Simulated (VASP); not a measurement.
A convergence study with VASP on TiC (rock salt): one setting is varied, all else stays as given below, so the limit is that of these other settings.

```
TiC
1.0
    0.00000     2.16500     2.16500
    2.16500     0.00000     2.16500
    2.16500     2.16500     0.00000
Ti C
1 1
Direct
  0.00000   0.00000   0.00000
  0.50000   0.50000   0.50000
```

These are PBE GGA, VASP's PBE PAW potentials (set 64) (plane waves; VASP) values and carry that method's errors. The tightest run used: 700 eV cut-off, 20×20×20 Monkhorst-Pack mesh, first-order Methfessel-Paxton smearing of 0.10 eV, potentials Ti_sv C.

```json
[
 {"setting": "1×1×1 mesh", "E (eV/atom)": "0.7943", "pressure (GPa)": "132.06", "irreducible k-points": "1"},
 {"setting": "2×2×2 mesh", "E (eV/atom)": "-9.4471", "pressure (GPa)": "0.71", "irreducible k-points": "2"},
 {"setting": "3×3×3 mesh", "E (eV/atom)": "-9.2431", "pressure (GPa)": "1.64", "irreducible k-points": "4"},
 {"setting": "4×4×4 mesh", "E (eV/atom)": "-9.3445", "pressure (GPa)": "0.76", "irreducible k-points": "10"},
 {"setting": "5×5×5 mesh", "E (eV/atom)": "-9.3339", "pressure (GPa)": "0.53", "irreducible k-points": "10"},
 {"setting": "6×6×6 mesh", "E (eV/atom)": "-9.3508", "pressure (GPa)": "0.63", "irreducible k-points": "28"},
 {"setting": "7×7×7 mesh", "E (eV/atom)": "-9.3525", "pressure (GPa)": "0.69", "irreducible k-points": "20"}
]
```

Q: These are the cheaper rows. Estimate the results at 20×20×20 mesh, and how far the last row shown lies from them.

A: 
```json
[
 {"quantity": "E (eV/atom)", "tightest run": "-9.3563", "last row shown is off by": "0.0038"},
 {"quantity": "pressure (GPa)", "tightest run": "0.58", "last row shown is off by": "0.11"}
]
```

Left out are rungs that failed or repeat a setting and relaxations that didn't move; long series are thinned to 24 rows.

The compound is TiC in the rock salt structure. The cell was not relaxed at this level.
